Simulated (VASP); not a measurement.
Data:

```
CELL_PARAMETERS angstrom
      0.00000     2.07058     2.07058
      2.07058     0.00000     2.07058
      2.07058     2.07058     0.00000
ATOMIC_POSITIONS crystal
  Ag 0.00000 0.00000 0.00000
```

All values below come from PBE GGA, VASP's PBE PAW potentials (set 64) (plane waves; VASP). Run with 480 eV cut-off, 14×14×14 Γ-centred mesh, first-order Methfessel-Paxton smearing of 0.10 eV, potentials Ag.

Problem. Estimate the energy per atom (σ→0), band gap (on the k-mesh) with the smallest direct gap where there is one.

Solution. 
```yaml
band gap (on the k-mesh): none (metal, semimetal or under 0.01 eV)
energy per atom (σ→0): -2.717 eV/atom
```

The absolute energy has meaning only against runs of the same code, potentials and settings.

The compound is Ag in the fcc structure. It was relaxed first.
